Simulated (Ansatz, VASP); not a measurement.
One calculation of CdSi4O, two programs

```
Cd Si O
1.0
     0.00000    3.60175    3.60175
     3.60175    0.00000    3.60175
     3.60175    3.60175    0.00000
Cd Si O
1 4 1
Direct
  0.50000 0.50000 0.50000
  0.63016 0.12328 0.12328
  0.12328 0.12328 0.12328
  0.12328 0.12328 0.63016
  0.12328 0.63016 0.12328
  0.75000 0.75000 0.75000
```

Change from the starting cell: species swapped into the CaMgNi4 type (F-43m, No. 216).

Alike in both runs: functional PBE; k mesh 10 × 10 × 10; occupations gaussian, width 0.1 eV; no spin polarisation.

Ansatz relaxed the structure, and its values are those at the end. VASP's run is a single point on that final structure, the one shown.

|  | VASP | Ansatz |
| --- | --- | --- |
| version | VASP 6.6.1 | Ansatz 0.2.0 |
| potentials or method | VASP PAW PBE potentials, release 64 (Cd, Si, O) | scalar-relativistic, plane waves, PAW |
| plane-wave cutoff (eV) | 520 | 420 |
| valence electrons in the cell | 34 | 42 |

Ansatz gave:

```
gap on the k mesh at the Fermi level (eV) : none
pressure (GPa)                            : 0.0
```

Task: What did VASP give for the same quantities?

Result: gap on the k mesh at the Fermi level (eV): none; pressure (GPa): 0.1.

A gap of «none» marks a metal or a gap that the smearing closes. The functional is the same, so the differences come from potentials, cutoffs and numerics. The two sets of potentials don't hold the same shells in valence.
